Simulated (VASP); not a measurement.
Output of a VASP run:

File OSZICAR:
```
       N       E                     dE             d eps       ncg     rms          rms(c)
DAV:   1     0.148777436408E+02    0.14878E+02   -0.41594E+03  2736   0.973E+02
DAV:   2    -0.123625760707E+02   -0.27240E+02   -0.26179E+02  4032   0.114E+02
DAV:   3    -0.127323002681E+02   -0.36972E+00   -0.36972E+00  3136   0.179E+01
DAV:   4    -0.127328915185E+02   -0.59125E-03   -0.59125E-03  4104   0.753E-01
DAV:   5    -0.127328917165E+02   -0.19801E-06   -0.19801E-06  3152   0.103E-02    0.486E+00
DAV:   6    -0.121994205047E+02    0.53347E+00   -0.16067E+00  2776   0.643E+00    0.245E+00
DAV:   7    -0.121314677434E+02    0.67953E-01   -0.19674E-01  3920   0.265E+00    0.913E-01
DAV:   8    -0.121219490149E+02    0.95187E-02   -0.21005E-02  3000   0.955E-01    0.110E-01
DAV:   9    -0.121220734864E+02   -0.12447E-03   -0.49266E-04  3688   0.186E-01    0.591E-02
DAV:  10    -0.121221382717E+02   -0.64785E-04   -0.13727E-04  2928   0.807E-02    0.141E-02
DAV:  11    -0.121221406811E+02   -0.24094E-05   -0.37187E-06  4288   0.170E-02    0.123E-02
DAV:  12    -0.121221403552E+02    0.32590E-06   -0.12253E-06  2920   0.690E-03    0.141E-03
DAV:  13    -0.121221403723E+02   -0.17080E-07   -0.23454E-08  1432   0.158E-03
   1 F= -.12122140E+02 E0= -.12122140E+02  d E =-.155000E-07
```

File OUTCAR:
```
------------------------ aborting loop because EDIFF is reached ----------------------------------------
  FORCE on cell =-STRESS in cart. coord.  units (eV):
  Direction    XX          YY          ZZ          XY          YZ          ZX
  --------------------------------------------------------------------------------------
  Total        0.0081885      0.1633336      0.1633336      0.0000000     -0.7606906      0.0000000
  in kB        0.4812189      9.5987541      9.5987541      0.0000000    -44.7041116      0.0000000
  external PRESSURE =       6.5595757 kB  Pullay stress =       0.0000000 kB
  volume of cell :       27.26
      direct lattice vectors                 reciprocal lattice vectors
     0.000000000  2.388803323  2.388803323    -0.209309823  0.209309823  0.209309823
     2.388803323  0.000000000  2.388803323     0.209309823 -0.209309823  0.209309823
     2.388803323  2.388803323  0.000000000     0.209309823  0.209309823 -0.209309823
 POSITION                                       TOTAL-FORCE (eV/Angst)
 -----------------------------------------------------------------------------------
      4.67761      2.38880      2.38880         1.643353      0.000000      0.000000
      1.19440      1.19440      1.19440        -1.643353     -0.000000     -0.000000
 -----------------------------------------------------------------------------------
    total drift:                                0.000010      0.000000      0.000000
  FREE ENERGIE OF THE ION-ELECTRON SYSTEM (eV)
  ---------------------------------------------------
  free  energy   TOTEN  =       -12.1221403723 eV

  energy  without entropy=      -12.1221403568  energy(sigma->0) =      -12.12214036
```
(Selected blocks of OUTCAR.)

### POSCAR
```
BAs
1
    0.0000000000     2.3888033235     2.3888033235
    2.3888033235     0.0000000000     2.3888033235
    2.3888033235     2.3888033235     0.0000000000
B As
1 1
Direct
  0.0209309823  -0.0209309823  -0.0209309823
  0.2500000000   0.2500000000   0.2500000000
```

Question: Write an INCAR and KPOINTS that could have produced this output.

Answer: Several could match; the one computed here: the input of the run itself, PBEsol GGA, plane waves, VASP's PBE PAW potentials (set 64).

File KPOINTS:
```
Automatic mesh
0
Gamma
10 10 10
0 0 0
```

### INCAR
```
! general
SYSTEM   =  BAs
PREC     =  Accurate
ENCUT    =  600
LREAL    =  .FALSE.
LASPH    =  .TRUE.

! electronic loop
EDIFF    =  1E-7
NELM     =  100
ALGO     =  Normal
LMAXMIX  =  4

! smearing
ISMEAR   =  0
SIGMA    =  0.05

! functional
GGA      =  PS

! ions
ISIF     =  2

! output
LWAVE    =  .FALSE.
LCHARG   =  .FALSE.
```

POTCAR, in this order: B As (PBE.64 set). Program: vasp_std.

The compound is BAs in the zinc blende structure. This cell was strained or had an atom moved on purpose.
